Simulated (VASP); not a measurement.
All values below come from PBEsol GGA, VASP's PBE PAW potentials (set 64) (plane waves; VASP).

VASP input:

### POSCAR
```
KI
1.0
  0.0000000000   3.5069302792   3.5069302792
  3.5069302792   0.0000000000   3.5069302792
  3.5069302792   3.5069302792   0.0000000000
K I
1 1
Cartesian
  7.0138605584   3.5069302792   3.5069302792
  3.5069302792   3.5069302792   3.5069302792
```

INCAR:
```
IBRION = 2   # conjugate gradients
EDIFFG = -0.01   # ionic stop
NSW = 60   # most ionic steps
SIGMA = 0.05   # width (eV)
SYSTEM = KI
ISMEAR = 0   # Gaussian
LCHARG = F
LREAL = F
ALGO = Normal
EDIFF = 1E-6
PREC = Accurate
ISIF = 3
GGA = PS   # PBEsol
NELM = 100
LMAXMIX = 4   # l cut-off of mixed one-centre charges
LWAVE = F
LASPH = T
ENCUT = 520
```

File KPOINTS:
```
Automatic mesh
0
Gamma
6 6 6
0 0 0
```

POTCAR, in this order: K_sv I (PBE.64 set). Program: vasp_std.

Output of the run:

OSZICAR:
```
       N       E                     dE             d eps       ncg     rms          rms(c)
DAV:   1     0.932783033357E+02    0.93278E+02   -0.65915E+03   384   0.114E+03
DAV:   2     0.164946950504E+00   -0.93113E+02   -0.87568E+02   472   0.244E+02
DAV:   3    -0.555170241171E+01   -0.57166E+01   -0.56906E+01   496   0.578E+01
DAV:   4    -0.589745954898E+01   -0.34576E+00   -0.34548E+00   716   0.115E+01
DAV:   5    -0.589838993272E+01   -0.93038E-03   -0.93037E-03   492   0.666E-01    0.306E+00
DAV:   6    -0.581858183884E+01    0.79808E-01   -0.11064E-01   460   0.243E+00    0.220E+00
DAV:   7    -0.581185239199E+01    0.67294E-02   -0.12246E-01   456   0.219E+00    0.873E-01
DAV:   8    -0.581584215207E+01   -0.39898E-02   -0.16114E-02   464   0.109E+00    0.238E-01
DAV:   9    -0.581573149992E+01    0.11065E-03   -0.64714E-04   508   0.176E-01    0.101E-01
DAV:  10    -0.581601582664E+01   -0.28433E-03   -0.46815E-04   452   0.126E-01    0.912E-02
DAV:  11    -0.581601937555E+01   -0.35489E-05   -0.67805E-05   476   0.529E-02    0.140E-02
DAV:  12    -0.581601974055E+01   -0.36499E-06   -0.37731E-06   492   0.197E-02
   1 F= -.58160197E+01 E0= -.58160197E+01  d E =-.581602E+01
```

OUTCAR:
```
------------------------ aborting loop because EDIFF is reached ----------------------------------------
  FORCE on cell =-STRESS in cart. coord.  units (eV):
  Direction    XX          YY          ZZ          XY          YZ          ZX
  --------------------------------------------------------------------------------------
  Total        0.0038153      0.0038153      0.0038153     -0.0000000     -0.0000000      0.0000000
  in kB        0.0708635      0.0708635      0.0708635     -0.0000000     -0.0000000      0.0000000
  external PRESSURE =       0.0708635 kB  Pullay stress =       0.0000000 kB
  volume of cell :       86.26
      direct lattice vectors                 reciprocal lattice vectors
     0.000000000  3.506930279  3.506930279    -0.142574833  0.142574833  0.142574833
     3.506930279  0.000000000  3.506930279     0.142574833 -0.142574833  0.142574833
     3.506930279  3.506930279  0.000000000     0.142574833  0.142574833 -0.142574833
  FREE ENERGIE OF THE ION-ELECTRON SYSTEM (eV)
  ---------------------------------------------------
  free  energy   TOTEN  =        -5.8160197405 eV

  energy  without entropy=       -5.8160197405  energy(sigma->0) =       -5.81601974

 reached required accuracy - stopping structural energy minimisation
```
(Selected blocks of OUTCAR.)

**OUTCAR**
```
 val. band max:       -0.3938952847   @ k =   0.0000   0.0000   0.0000

 cond. band min:       3.4661755103   @ k =   0.0000   0.0000   0.0000


 Fermi energy:        -0.0999965974

 k-point     1 :       0.0000    0.0000    0.0000
  band No.  band energies     occupation
      1     -28.6831      2.00000
      2     -12.2387      2.00000
      3     -12.2387      2.00000
      4     -12.2387      2.00000
      5     -10.9654      2.00000
      6      -0.3939      2.00000
      7      -0.3939      2.00000
      8      -0.3939      2.00000
      9       3.4662      0.00000
     10       6.0216      0.00000
     11       6.0216      0.00000
     12       6.0216      0.00000

 k-point     2 :       0.1667    0.0000    0.0000
  band No.  band energies     occupation
      1     -28.6825      2.00000
      2     -12.2916      2.00000
      3     -12.2393      2.00000
      4     -12.2393      2.00000
      5     -10.8782      2.00000
      6      -0.8433      2.00000
      7      -0.4917      2.00000
      8      -0.4917      2.00000
      9       4.1112      0.00000
     10       5.9318      0.00000
     11       6.3210      0.00000
     12       6.3210      0.00000

 k-point     3 :       0.3333    0.0000    0.0000
  band No.  band energies     occupation
      1     -28.6813      2.00000
      2     -12.3823      2.00000
      3     -12.2406      2.00000
      4     -12.2406      2.00000
      5     -10.7166      2.00000
      6      -1.5183      2.00000
      7      -0.6720      2.00000
      8      -0.6720      2.00000
      9       4.8515      0.00000
     10       6.5781      0.00000
     11       7.0471      0.00000
     12       7.0471      0.00000

 k-point     4 :       0.5000    0.0000    0.0000
  band No.  band energies     occupation
      1     -28.6807      2.00000
      2     -12.4222      2.00000
      3     -12.2413      2.00000
      4     -12.2413      2.00000
      5     -10.6401      2.00000
      6      -1.7965      2.00000
...
```

Unless said otherwise, spin-orbit coupling is left out, though it shifts the bands of the heavy elements here.

The compound is KI in the rock salt structure. It was relaxed first. The start is the result of an earlier pass.
